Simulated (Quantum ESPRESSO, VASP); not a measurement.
Input for VASP

KPOINTS:
```
K-points
0
gamma
13 13 6
```

### INCAR
```
! general
SYSTEM  = Cd
PREC    = Accurate
ENCUT   = 300
LREAL   = .FALSE.
LASPH   = .TRUE.

! electronic loop
EDIFF   = 1E-6
NELM    = 100
ALGO    = Normal
LMAXMIX = 4

! smearing
ISMEAR  = 0
SIGMA   = 0.1

! functional
GGA     = PE

! ions
IBRION  = 2
NSW     = 50
ISIF    = 3
EDIFFG  = -0.01

! output
LWAVE   = .FALSE.
LCHARG  = .FALSE.
```

File POSCAR:
```
Cd
1
    1.5019200000    -2.6014020000     0.0000000000
    1.5019200000     2.6014020000     0.0000000000
    0.0000000000     0.0000000000     5.6649600000
Cd
2
Direct
  0.3333330000   0.6666670000   0.2500000000
  0.6666670000   0.3333330000   0.7500000000
```

POTCAR, in this order: Cd (PBE.64 set). Program: vasp_std.

**Question.** Translate it to Quantum ESPRESSO.

**Answer.** One input that does it (PBE, SSSP 1.1.2 precision (PBE) pseudopotentials):
```
&control
    calculation = 'vc-relax',
    prefix = 'pwscf',
    outdir = './work',
    pseudo_dir = './',
    verbosity = 'high',
/
&system
    ibrav = 0,
    celldm(1) = 5.6764351962,
    nat = 2,
    ntyp = 1,
    ecutwfc = 55,
    ecutrho = 440,
    occupations = 'smearing',
    smearing = 'gauss',
    degauss = 0.0073499,
/
&electrons
    conv_thr = 1.0e-11,
    mixing_beta = 0.7,
/
&ions
/
&cell
/
ATOMIC_SPECIES
Cd   112.4140  Cd.pbe-dn-rrkjus_psl.0.3.1.UPF
ATOMIC_POSITIONS crystal
Cd    0.3333333333    0.6666666667    0.2500000000
Cd    0.6666666667    0.3333333333    0.7500000000
K_POINTS automatic
13 13 6  0 0 0
CELL_PARAMETERS alat
   0.5000000000    -0.8660254038     0.0000000000
   0.5000000000     0.8660254038     0.0000000000
   0.0000000000     0.0000000000     1.8859059492
```
The two runs describe the same crystal, functional and task. Each code takes its own potentials, basis and convergence tests.

The structure is a typed Cd crystal (P6_3/mmc).
